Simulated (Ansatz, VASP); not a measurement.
## ScSi3: VASP beside Ansatz

```
Sc Si
1.0
     3.96912    0.00000    0.00000
     0.00000    3.96912    0.00000
     0.00000    0.00000    3.96912
Sc Si
1 3
Direct
  0.00000 0.00000 0.00000
  0.00000 0.50000 0.50000
  0.50000 0.00000 0.50000
  0.50000 0.50000 0.00000
```

Alike in both runs: functional PBE; k mesh 12 × 12 × 12; occupations gaussian, width 0.1 eV; no spin polarisation.

Ansatz relaxed the structure, and its values are those at the end. VASP's run is a single point on that final structure, the one shown.

```csv
,VASP,Ansatz
version,VASP 6.6.1,Ansatz 0.2.0
potentials or method,"VASP PAW PBE potentials, release 64 (Sc_sv, Si)","scalar-relativistic, plane waves, PAW"
plane-wave cutoff (eV),520,420
valence electrons in the cell,23,23
```

|  | VASP | Ansatz | Ansatz less VASP |
| --- | --- | --- | --- |
| gap on the k mesh at the Fermi level (eV) | none | none | - |
| pressure (GPa) | 0.1 | 0.0 | -0.12 |

A gap of «none» marks a metal or a gap that the smearing closes.
